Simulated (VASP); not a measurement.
Level of theory: PBE GGA, VASP's PBE PAW potentials (set 64) (plane waves; VASP 6.6.1).

VASP ran on this input.

File KPOINTS:
```
Automatic mesh
0
Gamma
6 6 6
0 0 0
```

### POSCAR
```
PbF2
1
    0.0000000000     3.0294000000     3.0294000000
    3.0294000000     0.0000000000     3.0294000000
    3.0294000000     3.0294000000     0.0000000000
Pb F
1 2
Direct
  0.0000000000   0.0000000000   0.0000000000
  0.2500000000   0.2500000000   0.2500000000
  0.7500000000   0.7500000000   0.7500000000
```

**INCAR**
```
# general
SYSTEM =PbF2
PREC   =Accurate
ENCUT  =520
LREAL  =F
LASPH  =T
NBANDS =16

# electronic loop
EDIFF  =1E-6
NELM   =100
ALGO   =Normal
LMAXMIX=4

# smearing
ISMEAR =0
SIGMA  =0.05

# functional
GGA    =PE

# ions
ISIF   =2

# output
LWAVE  =F
LCHARG =F
```

POTCAR, in this order: Pb_d F (PBE.64 set). Program: vasp_std.

The run wrote:

### OSZICAR
```
       N       E                     dE             d eps       ncg     rms          rms(c)
DAV:   1     0.297317103476E+03    0.29732E+03   -0.15269E+04   512   0.196E+03
DAV:   2     0.798383496645E+01   -0.28933E+03   -0.28719E+03   632   0.477E+02
DAV:   3    -0.158048627031E+02   -0.23789E+02   -0.23780E+02   592   0.150E+02
DAV:   4    -0.164107124655E+02   -0.60585E+00   -0.60574E+00   664   0.268E+01
DAV:   5    -0.164215094155E+02   -0.10797E-01   -0.10797E-01   616   0.315E+00    0.814E+00
DAV:   6    -0.143657842879E+02    0.20557E+01   -0.13633E+01   688   0.305E+01    0.291E+00
DAV:   7    -0.143508262331E+02    0.14958E-01   -0.53921E-01   536   0.554E+00    0.159E+00
DAV:   8    -0.143425232633E+02    0.83030E-02   -0.10345E-01   544   0.420E+00    0.411E-01
DAV:   9    -0.143415762774E+02    0.94699E-03   -0.23506E-02   672   0.114E+00    0.108E-01
DAV:  10    -0.143427413928E+02   -0.11651E-02   -0.26736E-03   520   0.624E-01    0.336E-02
DAV:  11    -0.143427051362E+02    0.36257E-04   -0.20827E-04   640   0.188E-01    0.192E-02
DAV:  12    -0.143427121232E+02   -0.69870E-05   -0.10286E-04   680   0.117E-01    0.103E-02
DAV:  13    -0.143427121879E+02   -0.64693E-07   -0.49110E-05   616   0.731E-02    0.667E-03
DAV:  14    -0.143427112733E+02    0.91458E-06   -0.66746E-06   496   0.225E-02
   1 F= -.14342711E+02 E0= -.14342711E+02  d E =-.333175E-15
```

**OUTCAR**
```
------------------------ aborting loop because EDIFF is reached ----------------------------------------
  FORCE on cell =-STRESS in cart. coord.  units (eV):
  Direction    XX          YY          ZZ          XY          YZ          ZX
  --------------------------------------------------------------------------------------
  Total       -0.6907422     -0.6907422     -0.6907422     -0.0000000     -0.0000000      0.0000000
  in kB      -19.9033758    -19.9033758    -19.9033758     -0.0000000     -0.0000000      0.0000000
  external PRESSURE =     -19.9033758 kB  Pullay stress =       0.0000000 kB
  volume of cell :       55.60
      direct lattice vectors                 reciprocal lattice vectors
     0.000000000  3.029400000  3.029400000    -0.165049185  0.165049185  0.165049185
     3.029400000  0.000000000  3.029400000     0.165049185 -0.165049185  0.165049185
     3.029400000  3.029400000  0.000000000     0.165049185  0.165049185 -0.165049185
 POSITION                                       TOTAL-FORCE (eV/Angst)
 -----------------------------------------------------------------------------------
      0.00000      0.00000      0.00000        -0.000000      0.000000     -0.000000
      1.51470      1.51470      1.51470         0.000000      0.000000      0.000000
      4.54410      4.54410      4.54410        -0.000000     -0.000000     -0.000000
 -----------------------------------------------------------------------------------
    total drift:                                0.000000     -0.000000      0.000000
  FREE ENERGIE OF THE ION-ELECTRON SYSTEM (eV)
  ---------------------------------------------------
  free  energy   TOTEN  =       -14.3427112733 eV

  energy  without entropy=      -14.3427112733  energy(sigma->0) =      -14.34271127
```
(Selected blocks of OUTCAR.)

### OUTCAR
```
 val. band max:        1.1261305110   @ k =   0.5000   0.0000   0.0000

 cond. band min:       5.5298163938   @ k =   0.5000   0.5000   0.0000


 Fermi energy:         1.3914762388

 k-point     1 :       0.0000    0.0000    0.0000
  band No.  band energies     occupation
      1     -19.4734      2.00000
      2     -18.9605      2.00000
      3     -13.2709      2.00000
      4     -13.2709      2.00000
      5     -13.2709      2.00000
      6     -13.2387      2.00000
      7     -13.2387      2.00000
      8      -3.5224      2.00000
      9      -0.9485      2.00000
     10      -0.9485      2.00000
     11      -0.9485      2.00000
     12      -0.4706      2.00000
     13      -0.4706      2.00000
     14      -0.4706      2.00000
     15       7.8059      0.00000
     16       7.8059      0.00000

 k-point     2 :       0.1667    0.0000    0.0000
  band No.  band energies     occupation
      1     -19.4308      2.00000
      2     -18.9995      2.00000
      3     -13.2640      2.00000
      4     -13.2640      2.00000
      5     -13.2375      2.00000
      6     -13.2375      2.00000
      7     -13.2301      2.00000
      8      -3.8322      2.00000
      9      -1.1159      2.00000
     10      -0.9902      2.00000
     11      -0.9902      2.00000
     12      -0.5126      2.00000
     13      -0.5126      2.00000
     14       0.0465      2.00000
     15       7.0510      0.00000
     16       7.9939      0.00000

 k-point     3 :       0.3333    0.0000    0.0000
  band No.  band energies     occupation
      1     -19.3282      2.00000
      2     -19.0912      2.00000
      3     -13.2616      2.00000
      4     -13.2616      2.00000
      5     -13.2236      2.00000
      6     -13.2236      2.00000
      7     -13.1512      2.00000
      8      -4.3147      2.00000
      9      -1.3212      2.00000
     10      -1.0700      2.00000
     11      -1.0700      2.00000
     12      -0.5973      2.00000
     13      -0.5973      2.00000
...
```

Unless said otherwise, spin-orbit coupling is left out, though it shifts the bands of the heavy elements here.

The compound is PbF2 in the fluorite structure, the β form. The cell was not relaxed at this level. The run is one of a series of settings (NBANDS = 16 against the base run), some of them coarse on purpose.
